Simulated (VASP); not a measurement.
All values below come from revPBE GGA, VASP's PBE PAW potentials (set 64) (plane waves; VASP).

VASP input:

KPOINTS:
```
Automatic mesh
0
G
11 11 11
0 0 0
```

POSCAR:
```
LiH
1
    0.0000000000     1.9860042254     1.9860042254
    1.9860042254     0.0000000000     1.9860042254
    1.9860042254     1.9860042254     0.0000000000
Li H
1 1
Direct
  0.0000000000   0.0000000000   0.0000000000
  0.5000000000   0.5000000000   0.5000000000
```

**INCAR**
```
SYSTEM = LiH
PREC = Accurate
ENCUT = 520
EDIFF = 1E-7
NELM = 100
ALGO = Normal
LREAL = .FALSE.
LASPH = .TRUE.
ISMEAR = 0
SIGMA = 0.05
GGA = RE
LWAVE = .FALSE.
LCHARG = .FALSE.
ISIF = 2
```

POTCAR, in this order: Li_sv H (PBE.64 set). Program: vasp_std.

Output of the run:

OSZICAR:
```
       N       E                     dE             d eps       ncg     rms          rms(c)
DAV:   1    -0.929776631551E+00   -0.92978E+00   -0.15102E+03   678   0.617E+02
DAV:   2    -0.613331845548E+01   -0.52035E+01   -0.52027E+01   966   0.696E+01
DAV:   3    -0.624797777788E+01   -0.11466E+00   -0.11466E+00   756   0.904E+00
DAV:   4    -0.624993565588E+01   -0.19579E-02   -0.19579E-02   924   0.996E-01
DAV:   5    -0.624995590839E+01   -0.20253E-04   -0.20253E-04   846   0.694E-02    0.297E+00
DAV:   6    -0.606176030615E+01    0.18820E+00   -0.15066E-01   768   0.184E+00    0.151E+00
DAV:   7    -0.599805297920E+01    0.63707E-01   -0.20946E-01   852   0.245E+00    0.231E-01
DAV:   8    -0.600041995618E+01   -0.23670E-02   -0.58651E-03   804   0.692E-01    0.405E-02
DAV:   9    -0.600038999348E+01    0.29963E-04   -0.23155E-04  1008   0.967E-02    0.879E-03
DAV:  10    -0.600038588281E+01    0.41107E-05   -0.69679E-06   786   0.216E-02    0.176E-03
DAV:  11    -0.600038425362E+01    0.16292E-05   -0.26323E-07   918   0.400E-03    0.623E-04
DAV:  12    -0.600038279672E+01    0.14569E-05   -0.17008E-08   588   0.152E-03    0.590E-04
DAV:  13    -0.600038334189E+01   -0.54517E-06   -0.10410E-08   354   0.777E-04    0.227E-05
DAV:  14    -0.600038337843E+01   -0.36539E-07   -0.46402E-10   336   0.234E-04
   1 F= -.60003834E+01 E0= -.60003834E+01  d E =-.222126E-20
```

### OUTCAR
```
------------------------ aborting loop because EDIFF is reached ----------------------------------------
  FORCE on cell =-STRESS in cart. coord.  units (eV):
  Direction    XX          YY          ZZ          XY          YZ          ZX
  --------------------------------------------------------------------------------------
  Total        0.2226947      0.2226947      0.2226947      0.0000000      0.0000000     -0.0000000
  in kB       22.7745538     22.7745538     22.7745538      0.0000000      0.0000000     -0.0000000
  external PRESSURE =      22.7745538 kB  Pullay stress =       0.0000000 kB
  volume of cell :       15.67
      direct lattice vectors                 reciprocal lattice vectors
     0.000000000  1.986004225  1.986004225    -0.251761801  0.251761801  0.251761801
     1.986004225  0.000000000  1.986004225     0.251761801 -0.251761801  0.251761801
     1.986004225  1.986004225  0.000000000     0.251761801  0.251761801 -0.251761801
  FREE ENERGIE OF THE ION-ELECTRON SYSTEM (eV)
  ---------------------------------------------------
  free  energy   TOTEN  =        -6.0003833784 eV

  energy  without entropy=       -6.0003833784  energy(sigma->0) =       -6.00038338
```
(Selected blocks of OUTCAR.)

The compound is LiH in the rock salt structure. This cell is one point of a volume scan, at 0.94 of the reference volume.
